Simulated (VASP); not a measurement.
These are LDA (Ceperley-Alder, Perdew-Zunger), VASP's LDA PAW potentials (set 64) (plane waves; VASP) values and carry that method's errors.

Input for VASP

File POSCAR:
```
GaP
1.0
  0.0000000000   2.6695583065   2.6695583065
  2.6695583065   0.0000000000   2.6695583065
  2.6695583065   2.6695583065   0.0000000000
Ga P
1 1
Direct
  0.0000000000   0.0000000000   0.0000000000
  0.2500000000   0.2500000000   0.2500000000
```

KPOINTS:
```
kpoints
0
Gamma
  9 9 9
```

### INCAR
```
SIGMA=0.05   # width (eV)
EDIFF=1E-7   # SCF stop (eV)
ALGO=Normal   # blocked Davidson
LMAXMIX=4
LREAL=.FALSE.
ISMEAR=0   # Gaussian
NELM=100
LASPH=.TRUE.
LWAVE=.FALSE.
PREC=Accurate
ENCUT=520   # plane-wave cut-off (eV)
LCHARG=.FALSE.
ISIF=2
SYSTEM=GaP
```

POTCAR, in this order: Ga_d P (LDA.64 set). Program: vasp_std.

The run wrote:

File OSZICAR:
```
       N       E                     dE             d eps       ncg     rms          rms(c)
DAV:   1     0.827346433647E+02    0.82735E+02   -0.96455E+03   934   0.206E+03
DAV:   2    -0.444366906903E+01   -0.87178E+02   -0.84007E+02   990   0.335E+02
DAV:   3    -0.106725078945E+02   -0.62288E+01   -0.61993E+01  1145   0.766E+01
DAV:   4    -0.107871679340E+02   -0.11466E+00   -0.11460E+00  1078   0.112E+01
DAV:   5    -0.107898755581E+02   -0.27076E-02   -0.27075E-02  1174   0.147E+00    0.466E+00
DAV:   6    -0.105009447835E+02    0.28893E+00   -0.46352E-01  1414   0.136E+01    0.301E+00
DAV:   7    -0.104464621397E+02    0.54483E-01   -0.11950E-01  1151   0.273E+00    0.110E+00
DAV:   8    -0.104418736810E+02    0.45885E-02   -0.13685E-02  1076   0.160E+00    0.222E-01
DAV:   9    -0.104418334246E+02    0.40256E-04   -0.10857E-03  1347   0.501E-01    0.590E-02
DAV:  10    -0.104418280651E+02    0.53595E-05   -0.57219E-05  1319   0.105E-01    0.205E-02
DAV:  11    -0.104418339636E+02   -0.58985E-05   -0.86013E-06  1108   0.497E-02    0.567E-03
DAV:  12    -0.104418337397E+02    0.22391E-06   -0.81844E-07  1194   0.139E-02    0.374E-03
DAV:  13    -0.104418337441E+02   -0.43492E-08   -0.10923E-07   670   0.348E-03
   1 F= -.10441834E+02 E0= -.10441834E+02  d E =-.886020E-13
```

OUTCAR:
```
------------------------ aborting loop because EDIFF is reached ----------------------------------------
  FORCE on cell =-STRESS in cart. coord.  units (eV):
  Direction    XX          YY          ZZ          XY          YZ          ZX
  --------------------------------------------------------------------------------------
  Total        0.6966283      0.6966283      0.6966283      0.0000000      0.0000000      0.0000000
  in kB       29.3334731     29.3334731     29.3334731      0.0000000      0.0000000      0.0000000
  external PRESSURE =      29.3334731 kB  Pullay stress =       0.0000000 kB
  volume of cell :       38.05
      direct lattice vectors                 reciprocal lattice vectors
     0.000000000  2.669558306  2.669558306    -0.187296902  0.187296902  0.187296902
     2.669558306  0.000000000  2.669558306     0.187296902 -0.187296902  0.187296902
     2.669558306  2.669558306  0.000000000     0.187296902  0.187296902 -0.187296902
  FREE ENERGIE OF THE ION-ELECTRON SYSTEM (eV)
  ---------------------------------------------------
  free  energy   TOTEN  =       -10.4418337441 eV

  energy  without entropy=      -10.4418337441  energy(sigma->0) =      -10.44183374
```
(Selected blocks of OUTCAR.)

The compound is GaP in the zinc blende structure. This cell is one point of a volume scan, at 0.97 of the reference volume.
